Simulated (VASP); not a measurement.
Computed with PBEsol GGA, VASP's PBE PAW potentials (set 64) (plane waves; VASP 6.6.1).

A VASP calculation is set up with these files.

### INCAR
```
ALGO=Normal
EDIFF=1E-7
ENCUT=400
GGA=PS
ISIF=2
ISMEAR=-5
LASPH=.TRUE.
LCHARG=.TRUE.
LEFG=.TRUE.
LMAXMIX=4
LORBIT=11
LREAL=.FALSE.
LWAVE=.FALSE.
NEDOS=601
NELM=100
PREC=Accurate
SYSTEM=BeCd3Te4
```

**POSCAR**
```
BeCd3Te4
1
   -0.0000000000     3.1294908972     3.1294908972
    3.1294908972    -0.0000000000     3.1294908972
   12.6198882502    12.6198882502    -0.1019246613
Cd Te Be
3 4 1
Direct
  0.0213534131   0.0213534131   0.9839849402
  0.0023430463   0.0023430463   0.2482427153
  0.9844699230   0.9844699230   0.5116475579
  0.2559658338   0.2559658338   0.0580256247
  0.2377177463   0.2377177463   0.3217116903
  0.2208182324   0.2208182324   0.5843863257
  0.2762087649   0.2762087649   0.7928434264
  0.0011230403   0.0011230403   0.7491577198
```

### KPOINTS
```
kpoints
0
gamma
7 7 2
```

POTCAR, in this order: Cd Te Be (PBE.64 set). Program: vasp_std.

Output of the run:

### OSZICAR
```
       N       E                     dE             d eps       ncg     rms          rms(c)
DAV:   1     0.330201825928E+03    0.33020E+03   -0.23355E+04  2368   0.117E+03
DAV:   2    -0.556027062853E+01   -0.33576E+03   -0.32823E+03  2760   0.294E+02
DAV:   3    -0.246816711874E+02   -0.19121E+02   -0.18995E+02  2739   0.721E+01
DAV:   4    -0.250493360781E+02   -0.36766E+00   -0.36717E+00  3077   0.884E+00
DAV:   5    -0.250537247198E+02   -0.43886E-02   -0.43881E-02  2822   0.999E-01    0.111E+01
DAV:   6    -0.242200999554E+02    0.83362E+00   -0.21641E+00  2731   0.126E+01    0.865E+00
DAV:   7    -0.241576395522E+02    0.62460E-01   -0.86072E-01  2755   0.413E+00    0.278E+00
DAV:   8    -0.241513885650E+02    0.62510E-02   -0.96852E-02  2593   0.268E+00    0.115E+00
DAV:   9    -0.241513130709E+02    0.75494E-04   -0.95686E-03  2840   0.740E-01    0.372E-01
DAV:  10    -0.241509583836E+02    0.35469E-03   -0.26141E-03  2756   0.381E-01    0.779E-02
DAV:  11    -0.241509963806E+02   -0.37997E-04   -0.47831E-04  2673   0.129E-01    0.460E-02
DAV:  12    -0.241509941076E+02    0.22730E-05   -0.35501E-05  2731   0.412E-02    0.255E-02
DAV:  13    -0.241510063435E+02   -0.12236E-04   -0.12446E-05  2589   0.189E-02    0.921E-03
DAV:  14    -0.241510090493E+02   -0.27058E-05   -0.28382E-06  2764   0.782E-03    0.259E-03
DAV:  15    -0.241510093622E+02   -0.31290E-06   -0.35260E-07  2212   0.275E-03    0.109E-03
DAV:  16    -0.241510093842E+02   -0.22003E-07   -0.63361E-08  1841   0.110E-03
   1 F= -.24151009E+02 E0= -.24151009E+02  d E =0.000000E+00
```

### OUTCAR
```
------------------------ aborting loop because EDIFF is reached ----------------------------------------
  FORCE on cell =-STRESS in cart. coord.  units (eV):
  Direction    XX          YY          ZZ          XY          YZ          ZX
  --------------------------------------------------------------------------------------
  Total       -0.0175093     -0.0175093     -0.0175093      0.0306005     -0.0306005     -0.0306005
  in kB       -0.1130308     -0.1130308     -0.1130308      0.1975406     -0.1975406     -0.1975406
  external PRESSURE =      -0.1130308 kB  Pullay stress =       0.0000000 kB
  volume of cell :      248.19
      direct lattice vectors                 reciprocal lattice vectors
     0.000000000  3.129490897  3.129490897    -0.159127797  0.160412995  0.159127797
     3.129490897  0.000000000  3.129490897     0.160412995 -0.159127797  0.159127797
    12.619888250 12.619888250 -0.101924661     0.039460650  0.039460650 -0.039460650
 POSITION                                       TOTAL-FORCE (eV/Angst)
 -----------------------------------------------------------------------------------
     12.48461     12.48461      0.03336         0.001138      0.001138     -0.001138
      3.14013      3.14013     -0.01064        -0.008722     -0.008722      0.008722
      9.53782      9.53782      6.10963        -0.010963     -0.010963      0.010963
      1.53332      1.53332      1.59617         0.005423      0.005423     -0.005423
      4.80390      4.80390      1.45508         0.000008      0.000008     -0.000008
      8.06594      8.06594      1.32253         0.003557      0.003557     -0.003557
     10.86999     10.86999      1.64798         0.009495      0.009495     -0.009495
      9.45780      9.45780     -0.06933         0.000063      0.000063     -0.000063
 -----------------------------------------------------------------------------------
    total drift:                               -0.000753     -0.000753      0.000747
  FREE ENERGIE OF THE ION-ELECTRON SYSTEM (eV)
  ---------------------------------------------------
  free  energy   TOTEN  =       -24.1510093842 eV

  energy  without entropy=      -24.1510093842  energy(sigma->0) =      -24.15100938

 total charge

# of ion       s       p       d       tot
------------------------------------------
    1        0.481   0.340   9.522  10.343
    2        0.479   0.339   9.524  10.342
    3        0.481   0.344   9.521  10.347
    4        1.351   2.064   0.024   3.439
    5        1.351   2.065   0.024   3.440
    6        1.347   2.090   0.028   3.466
    7        1.346   2.030   0.020   3.396
    8        0.342   0.447   0.000   0.789
--------------------------------------------------
tot          7.177   9.720  28.662  45.559

 Electric field gradients after diagonalization (V/A^2)
 (convention: |V_zz| > |V_xx| > |V_yy|)
----------------------------------------------------------------------
 ion       V_xx      V_yy      V_zz     asymmetry (V_yy - V_xx)/ V_zz
----------------------------------------------------------------------
   1       6.145     6.144   -12.289       0.000
   2       2.454     2.448    -4.902       0.001
   3       1.562     1.555    -3.116       0.002
   4     -42.988   -42.987    85.975       0.000
   5     -41.445   -41.445    82.890       0.000
   6      -6.083    -6.083    12.166       0.000
   7      34.029    34.028   -68.057       0.000
   8       0.846     0.846    -1.692       0.000
```
(Selected blocks of OUTCAR.)

The structure was generated: BeCd3Te4 was put into an ordered model structure (R3m), which need not be its known phase. It was relaxed first.
